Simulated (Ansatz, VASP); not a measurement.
**Two plane-wave programs on Hf4Br**

```
Hf Br
1.0
     5.25383    0.00000    0.00000
     0.00000    5.25383    0.00000
     0.00000    0.00000    5.25383
Hf Br
4 1
Direct
  0.50000 0.50000 0.50000
  0.00000 0.50000 0.50000
  0.50000 0.00000 0.50000
  0.50000 0.50000 0.00000
  0.00000 0.00000 0.00000
```

Change from the starting cell: species swapped into the Mn4N type (Pm-3m, No. 221).

Alike in both runs: functional PBE; k mesh 4 × 4 × 4; occupations gaussian, width 0.1 eV; no spin polarisation.

Ansatz relaxed the structure, and its values are those at the end. VASP's run is a single point on that final structure, the one shown.

|  | VASP | Ansatz |
| --- | --- | --- |
| version | VASP 6.6.1 | Ansatz 0.2.0 |
| potentials or method | VASP PAW PBE potentials, release 64 (Hf_pv, Br) | scalar-relativistic, plane waves, PAW |
| plane-wave cutoff (eV) | 520 | 420 |
| valence electrons in the cell | 47 | 111 |

VASP gave:

| Item | Value |
| --- | --- |
| gap on the k mesh at the Fermi level (eV) | none |
| pressure (GPa) | -0.2 |

Question: Which values does Ansatz return?

Answer: gap on the k mesh at the Fermi level (eV): none; pressure (GPa): 0.1.

A gap of «none» marks a metal or a gap that the smearing closes. The functional is the same, so the differences come from potentials, cutoffs and numerics. The two sets of potentials don't hold the same shells in valence.

Caveats: an odd number of electrons without spin polarisation forces a metal; a magnetic or distorted state may lie lower. The runs have no spin-orbit coupling, so splittings on Hf are missing.
